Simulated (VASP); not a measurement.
These are SCAN meta-GGA, VASP's PBE PAW potentials (set 64) (plane waves; VASP 6.6.1) values and carry that method's errors.

VASP ran on this input.

### INCAR
```
ENCUT  =  520
ALGO  =  Normal
LMAXMIX  =  4   ! l cut-off of mixed one-centre charges
ISMEAR  =  1   ! Methfessel-Paxton
SYSTEM  =  PdIn
NELM  =  100   ! most electronic steps
LREAL  =  .FALSE.
LASPH  =  .TRUE.   ! aspherical one-centre terms
LWAVE  =  .FALSE.
SIGMA  =  0.1
PREC  =  Accurate
LMIXTAU  =  .TRUE.
ISIF  =  2
EDIFF  =  1E-7   ! SCF stop (eV)
LCHARG  =  .FALSE.
METAGGA  =  SCAN
```

KPOINTS:
```
kpoints
0
G
  11 11 11
```

**POSCAR**
```
PdIn
1.0
  3.2243783209   0.0000000000   0.0000000000
  0.0000000000   3.2243783209   0.0000000000
  0.0000000000   0.0000000000   3.2243783209
In Pd
1 1
direct
  0.5000000000   0.5000000000   0.5000000000
  0.0000000000   0.0000000000   0.0000000000
```

POTCAR, in this order: In_d Pd (PBE.64 set). Program: vasp_std.

Unless said otherwise, spin-orbit coupling is left out, though it shifts the bands of the heavy elements here.

Question: Predict the energy per atom (σ→0), pressure, band gap (on the k-mesh).

Answer: 
```
Item                                                         Value
------------------------  ----------------------------------------
energy per atom (σ→0)                              -33.582 eV/atom
band gap (on the k-mesh)  none (metal, semimetal or under 0.01 eV)
pressure                                                  4.09 GPa
```

### OSZICAR
```
...
DAV:  17    -0.671648550415E+02    0.51161E-04   -0.42734E-06  2149   0.228E-02    0.725E-03
DAV:  18    -0.671648689013E+02   -0.13860E-04   -0.75067E-07  1863   0.107E-02    0.972E-04
DAV:  19    -0.671648698979E+02   -0.99659E-06   -0.81940E-08  1337   0.298E-03    0.819E-04
DAV:  20    -0.671648702333E+02   -0.33547E-06   -0.23721E-08   994   0.175E-03    0.197E-04
DAV:  21    -0.671648698828E+02    0.35049E-06   -0.45093E-09   973   0.914E-04    0.323E-04
DAV:  22    -0.671648703787E+02   -0.49589E-06   -0.22056E-09   938   0.559E-04    0.189E-04
DAV:  23    -0.671648704581E+02   -0.79405E-07   -0.79169E-10   917   0.419E-04
   1 F= -.67164870E+02 E0= -.67164492E+02  d E =-.113405E-02
```

The compound is PdIn in the CsCl type structure. This cell is one point of a volume scan, at 0.97 of the reference volume. The electron count is odd and the run is not spin-polarised, which forces a metal.
